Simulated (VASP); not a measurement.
Given:

```
Pm
1.0
   -3.01225     3.01225     1.70840
    3.01225    -3.01225     1.70840
    3.01225     3.01225    -1.70840
Pm
2
Direct
  0.75000   0.25000   0.50000
  0.00000   0.00000   0.00000
```

Level of theory: PBEsol GGA, VASP's PBE PAW potentials (set 64) (plane waves; VASP). Settings: 480 eV cut-off, 12×12×12 Γ-centred mesh, first-order Methfessel-Paxton smearing of 0.10 eV, potentials Pm_3.

The 4f electrons are frozen in the core of the lanthanide potential, so 4f levels, which can set the real gap, and their magnetism are missing.

**Question.** Estimate the energy per atom (σ→0), band gap (on the k-mesh) with the smallest direct gap where there is one.

**Answer.** 
```json
{
  "band gap (on the k-mesh)": "none (metal, semimetal or under 0.01 eV)",
  "energy per atom (σ→0)": "-4.755 eV/atom"
}
```

The structure was generated: Pm was put into the beta-Sn type (I4_1/amd), which need not be its known phase. It was relaxed first under an external pressure of 1 GPa.
